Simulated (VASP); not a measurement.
An input for Quantum ESPRESSO's pw.x (written as the equivalent of a VASP run, and not itself run):

```
&CONTROL
  calculation = 'vc-relax'
  pseudo_dir = './pseudo'
  outdir = './out'
  tprnfor = .true.
  tstress = .true.
  nstep = 60
  forc_conv_thr = 0.00039
/
&SYSTEM
  ibrav = 0
  nat = 1
  ntyp = 1
  ecutwfc = 58
  occupations = 'smearing'
  smearing = 'methfessel-paxton'
  degauss = 0.00735
  input_dft = 'vdw-df-cx'
/
&ELECTRONS
  conv_thr = 7.3e-08
  electron_maxstep = 100
/
&IONS
/
&CELL
/
ATOMIC_SPECIES
  Ta 180.948 Ta.upf
CELL_PARAMETERS angstrom
    -1.6500000    1.6500000    1.6500000
     1.6500000   -1.6500000    1.6500000
     1.6500000    1.6500000   -1.6500000
ATOMIC_POSITIONS crystal
  Ta   0.0000000  0.0000000  0.0000000
K_POINTS automatic
  14 14 14 0 0 0
```

Q: Translate this input to VASP (INCAR, KPOINTS, POSCAR, choice of POTCAR).

A: This is not unique; one that fits is 
File POSCAR:
```
Ta
1.0
 -1.6500000000   1.6500000000   1.6500000000
  1.6500000000  -1.6500000000   1.6500000000
  1.6500000000   1.6500000000  -1.6500000000
Ta
1
direct
  0.0000000000   0.0000000000   0.0000000000
```

KPOINTS:
```
Automatic mesh
0
G
14 14 14
```

INCAR:
```
SYSTEM = Ta
PREC = Accurate; ENCUT = 520; LREAL = .FALSE.
LASPH = .TRUE.
EDIFF = 1E-6; NELM = 100; ALGO = Normal
LMAXMIX = 6
ISMEAR = 1; SIGMA = 0.1
GGA = CX; LUSE_VDW = .TRUE.; AGGAC = 0.0
IBRION = 2; NSW = 60; ISIF = 3
EDIFFG = -0.01
LWAVE = .FALSE.; LCHARG = .FALSE.
```

POTCAR, in this order: Ta_pv (PBE.64 set). Program: vasp_std.

Limits of the translation: the potentials are each code's own (VASP's PAW set, PseudoDojo norm-conserving files in pw.x), so ENCUT and ecutwfc are chosen apart and not converted; conv_thr bounds pw.x's estimated SCF error, while EDIFF bounds the energy change between steps; forc_conv_thr acts on force components and is met together with etot_conv_thr.

The compound is Ta in the bcc structure. This run relaxes it. Symmetry was kept, so distortions that lower it aren't found.
